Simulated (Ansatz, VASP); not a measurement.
# Two plane-wave programs on Rb2LuH2

```
CELL_PARAMETERS angstrom
4.69327 0.00000 0.00000
-2.34664 4.06449 0.00000
0.00000 0.00000 7.72116
ATOMIC_POSITIONS crystal
Rb 0.33333 0.66667 0.63080
Rb 0.66667 0.33333 0.36920
Lu 0.00000 0.00000 0.00000
H 0.66667 0.33333 0.74710
H 0.33333 0.66667 0.25290
```

Change from the starting cell: species swapped into the EuMg2Sb2 type (P-3m1, No. 164).

Alike in both runs: task single point; functional PBE; k mesh 6 × 6 × 2; occupations gaussian, width 0.1 eV; no spin polarisation.

|  | VASP | Ansatz |
| --- | --- | --- |
| version | VASP 6.6.1 | Ansatz 0.2.0 |
| potentials or method | VASP PAW PBE potentials, release 64 (Rb_sv, Lu, H) | scalar-relativistic, plane waves, PAW |
| plane-wave cutoff (eV) | 520 | 420 |
| valence electrons in the cell | 45 | 45 |

```csv
,VASP,Ansatz,Ansatz less VASP
gap on the k mesh at the Fermi level (eV),none,none,-
pressure (GPa),-0.2,-0.2,-0.01
largest component of the traceless stress (GPa),1.63,1.62,-0.002
rms of the force components (eV/Å),0.205,0.204,-0.0014
```

Atom by atom the forces differ by 0.002 eV/Å (rms over components). A gap of «none» marks a metal or a gap that the smearing closes. The functional is the same, so the differences come from potentials, cutoffs and numerics.

Caveats: the k mesh is coarse (spacing up to 0.41 Å⁻¹), so the values aren't converged. The runs have no spin-orbit coupling, so splittings on Lu are missing.
